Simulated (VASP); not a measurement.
## W: a series in biaxial strain in the (001) plane

Wanted: the elastic response of W to biaxial strain in the (001) plane, with a fit that predicts a row left out.

Main program and level: VASP 6.6.1; r2SCAN; plane waves and PAW (W_sv), in the first sound run; inputs show where later runs differ.

**1. Set-up**

It takes space group Im-3m (No. 229, cubic). Conventional cell: a = 3.160 Å, b = 3.160 Å, c = 3.160 Å, α = 90.00°, β = 90.00°, γ = 90.00°. Nearest to W lie 8 W at 2.74 Å.

Structure file:

```xyz
1
Lattice="-1.5800 1.5800 1.5800 1.5800 -1.5800 1.5800 1.5800 1.5800 -1.5800" Properties=species:S:1:pos:R:3 pbc="T T T"
W     0.0000    0.0000    0.0000
```

**2. Relax the crystal, r2SCAN**

The series starts from the cell that this level prefers, so that zero strain is near zero stress.

This step took 2 runs in a row; the last is shown.

Level: r2SCAN; plane waves and PAW (W_sv).

File INCAR:

```
SYSTEM = W
PREC = Accurate
ENCUT = 450
EDIFF = 1E-07
NELM = 120
ISMEAR = 1
SIGMA = 0.15
LREAL = .FALSE.
ALGO = Normal
METAGGA = R2SCAN
LASPH = .TRUE.
NBANDS = 13
LORBIT = 11
LWAVE = .FALSE.
LCHARG = .FALSE.
KPAR = 8
IBRION = 2
NSW = 40
ISIF = 3
EDIFFG = -0.005
POTIM = 0.4
```

File POSCAR:

```
W
1.0
   -1.5865659841      1.5865659841      1.5865659841
    1.5865659841     -1.5865659841      1.5865659841
    1.5865659841      1.5865659841     -1.5865659841
W
1
Direct
    0.0000000000      0.0000000000      0.0000000000
```

File KPOINTS:

```
Automatic mesh
0
Gamma
26 26 26
0 0 0
```

PAW data sets: W_sv (PBE family, release 64).

Command:

```
> mpirun -np 8 vasp_std
```

What it wrote:

```text
[banner, memory and clock lines left out]
running    8 mpi-ranks, on    1 nodes
[...]
|                                                                             |
|           W    W    AA    RRRRR   N    N  II  N    N   GGGG   !!!           |
|           W    W   A  A   R    R  NN   N  II  NN   N  G    G  !!!           |
|           W    W  A    A  R    R  N N  N  II  N N  N  G       !!!           |
|           W WW W  AAAAAA  RRRRR   N  N N  II  N  N N  G  GGG   !            |
|           WW  WW  A    A  R   R   N   NN  II  N   NN  G    G                |
|           W    W  A    A  R    R  N    N  II  N    N   GGGG   !!!           |
|                                                                             |
|     For optimal performance we recommend to set                             |
|       NCORE = 2 up to number-of-cores-per-socket                            |
|     NCORE specifies how many cores store one orbital (NPAR=cpu/NCORE).      |
|     This setting can greatly improve the performance of VASP for DFT.       |
[...]
|     You enforced a specific xc type in the INCAR file but a different       |
|     [... a line on the potential file left out ...]
|     I HOPE YOU KNOW WHAT YOU ARE DOING!                                     |
|                                                                             |

 LDA part: xc-table for (None), standard interpolation
 POSCAR, INCAR and KPOINTS ok, starting setup
[...]
entering main loop
       N       E                     dE             d eps       ncg     rms          rms(c)
DAV:   1     0.390853241700E+02    0.39085E+02   -0.70388E+03 13393   0.114E+03
DAV:   2    -0.540803937641E+02   -0.93166E+02   -0.89499E+02 14831   0.305E+02
DAV:   3    -0.556284528475E+02   -0.15481E+01   -0.15442E+01 14641   0.392E+01
DAV:   4    -0.556345033561E+02   -0.60505E-02   -0.60504E-02 14676   0.269E+00
[...]
DAV:  11    -0.513528524234E+02    0.14729E-04   -0.25160E-05 13706   0.647E-02    0.102E-02
DAV:  12    -0.513528527097E+02   -0.28628E-06   -0.25814E-07 13750   0.590E-03    0.574E-03
DAV:  13    -0.513528527263E+02   -0.16537E-07   -0.21262E-08  7248   0.214E-03
   1 F= -.51352853E+02 E0= -.51352885E+02  d E =-.513529E+02
[...]
reached required accuracy - stopping structural energy minimisation
```

Wall time 19 s (8 MPI ranks of Intel Xeon 6975P-C (Granite Rapids), shared host); peak memory 1.5 GiB.

Lines that name or quote the potential files are left out of all logs, and their timing lines are given in words.

OUTCAR, selected parts (step 2):

```text
  Total       -0.0036737     -0.0036737     -0.0036737      0.0000000     -0.0000000      0.0000000
  in kB       -0.3684476     -0.3684476     -0.3684476      0.0000000     -0.0000000      0.0000000
  external PRESSURE =      -0.3684476 kB  Pullay stress =       0.0000000 kB

 POSITION                                       TOTAL-FORCE (eV/Angst)
 -----------------------------------------------------------------------------------
      0.00000      0.00000      0.00000         0.000000     -0.000000     -0.000000
 -----------------------------------------------------------------------------------
    total drift:                                0.000000     -0.000000      0.000000

  FREE ENERGIE OF THE ION-ELECTRON SYSTEM (eV)
  ---------------------------------------------------
  free  energy   TOTEN  =       -51.3528527263 eV

  energy  without entropy=      -51.3529492222  energy(sigma->0) =      -51.35288489

 reached required accuracy - stopping structural energy minimisation

[... 3 further parts left out ...]
[key lines of the parts left out:]
E-fermi :  11.1700
```

Read from the output:

| Property | Result |
| --- | --- |
| energy(sigma→0) of the program | -51.3529 eV |
| stress, compression positive | xx, yy, zz -0.04, -0.04, -0.04 GPa |
| volume | 15.975 Å³ |
| ionic steps | 1 |

**3. Strain along the normal, r2SCAN**

One member in full: the plane is strained by -0.5 %, and the strain along the normal is moved by secant steps until the normal stress is under 0.012 GPa or five steps are spent; the atoms relax at each step.

This step took 3 runs, each at a new trial strain with the atoms of the one before; the last is shown.

Level: r2SCAN; plane waves and PAW (W_sv).

INCAR: that of step 2 with these lines changed.

```diff
@@ -15,7 +15,7 @@
 LCHARG = .FALSE.
-KPAR = 8
-IBRION = 2
-NSW = 40
-ISIF = 3
-EDIFFG = -0.005
-POTIM = 0.4
+KPAR = 2
+IBRION = 1
+NSW = 25
+ISIF = 2
+EDIFFG = -0.004
+POTIM = 0.3
```

File POSCAR:

```
W
1.0
   -1.5786331540      1.5786331540      1.5925464400
    1.5786331540     -1.5786331540      1.5925464400
    1.5786331540      1.5786331540     -1.5925464400
W
1
Direct
    0.0000000000      0.0000000000      0.0000000000
```

KPOINTS is that of step 2.

Command:

```
> mpirun -np 2 vasp_std
```

What it wrote:

```text
[banner, memory and clock lines left out]
running    2 mpi-ranks, on    1 nodes
[...]
[... a notice as in an earlier step ...]

 LDA part: xc-table for (None), standard interpolation
 POSCAR, INCAR and KPOINTS ok, starting setup
[...]
entering main loop
       N       E                     dE             d eps       ncg     rms          rms(c)
DAV:   1     0.386834710311E+02    0.38683E+02   -0.70539E+03 34868   0.114E+03
DAV:   2    -0.540607186118E+02   -0.92744E+02   -0.89066E+02 38845   0.304E+02
DAV:   3    -0.556216239877E+02   -0.15609E+01   -0.15568E+01 37905   0.392E+01
DAV:   4    -0.556277697740E+02   -0.61458E-02   -0.61457E-02 38655   0.270E+00
[...]
DAV:  11    -0.513513383840E+02    0.14130E-04   -0.23767E-05 35710   0.629E-02    0.103E-02
DAV:  12    -0.513513386450E+02   -0.26106E-06   -0.24263E-07 35669   0.575E-03    0.570E-03
DAV:  13    -0.513513386490E+02   -0.39677E-08   -0.20452E-08 18795   0.210E-03
   1 F= -.51351339E+02 E0= -.51351360E+02  d E =-.513513E+02
 BRION: g(F)=  0.954E-62 g(S)=  0.000E+00
 reached required accuracy - stopping structural energy minimisation
```

Elapsed: 2.7 min, on 2 MPI ranks; peak memory 0.6 GiB.

From OUTCAR (step 3):

```text
  Total        0.2963773      0.2963773     -0.0009057      0.0000000      0.0000000     -0.0000000
  in kB       29.9116889     29.9116889     -0.0914071      0.0000000      0.0000000     -0.0000000
  external PRESSURE =      19.9106569 kB  Pullay stress =       0.0000000 kB

 POSITION                                       TOTAL-FORCE (eV/Angst)
 -----------------------------------------------------------------------------------
      0.00000      0.00000      0.00000         0.000000     -0.000000      0.000000
 -----------------------------------------------------------------------------------
    total drift:                                0.000000     -0.000000      0.000000

  FREE ENERGIE OF THE ION-ELECTRON SYSTEM (eV)
  ---------------------------------------------------
  free  energy   TOTEN  =       -51.3513386490 eV

  energy  without entropy=      -51.3514035373  energy(sigma->0) =      -51.35136028

[... 1 part as in an earlier step ...]

[... 3 further parts left out ...]
[key lines of the parts left out:]
E-fermi :  11.2629
```

Read from the output:

| Item | Value |
| --- | --- |
| energy(sigma→0) of the program | -51.3514 eV |
| stress, compression positive | xx, yy, zz 2.99, 2.99, -0.01 GPa |
| ionic steps | 1 |

**4. The table**

The other members went through these steps as far as the tables show, with the same cutoff and, step by step, the same mesh; 33 runs are not shown. The session took 3.0 core hours (wall time by ranks) on a shared machine.

| in-plane strain (%) | strain along the normal (%) | in-plane stress, tension positive (GPa) | energy above the unstrained row, extrapolated to no smearing (meV/atom) |
| --- | --- | --- | --- |
| -2.000 | 1.593 | -12.618 | 24.698 |
| -1.500 | 1.170 | -9.322 | 13.774 |
| -1.000 | 0.767 | -6.110 | 6.078 |
| -0.500 | 0.377 | -2.991 | 1.525 |
| 0 | -0.007 | 0.023 | 0.000 |
| 0.500 | -0.379 | 2.955 | 1.437 |
| 1.000 | -0.745 | ? | ? |
| 1.500 | -1.099 | 8.565 | 12.896 |
| 2.000 | -1.441 | 11.234 | 22.754 |

**5. Stress from the known rows**

A least-squares parabola through the 8 rows shown, with e the strain in %: stress = − 0.1797 e² + 5.962 e + 0.02652 (GPa), r.m.s. residual 0.0046 GPa.

For the withheld row, e = 1, the fit gives 5.808 GPa.

**6. Prediction against calculation**

The calculation gives 5.799 GPa, so the prediction is 0.009 GPa too high, within twice the residual of the fit.

Slopes at zero strain, from cubics through all rows: strain ratio -0.755, stress over strain 595 GPa.

**7. What came out**

| Property | Result |
| --- | --- |
| error of the predicted stress | 0.009 GPa |
| ratio of normal to in-plane strain | -0.755 |
| biaxial modulus | 595 GPa |

**Reading.** As a check, the curvature of the energy gives 594 GPa for the same modulus (energy per volume = M × strain²), 0 % from the slope of the stress. These are static values: temperature and zero-point motion are left out. In a metal the slopes also depend on mesh and smearing, which were held through the series.

[Lines on the potential files, build, host, timing and source positions are cut from VASP's logs without a mark.]

[Logs are printed without paths, hosts, clocks, repeated set-up lines and the standing remarks that a program may print on its own settings, such as how far it seeks lower states.]

[Hosts, paths, dates, database ids (printed as entryN), source tags and the programs' standing remarks are cut or masked in the printed files.]

[In band tables of VASP the shares of atoms and orbitals are scaled to a sum of 1 inside the atoms' spheres.]
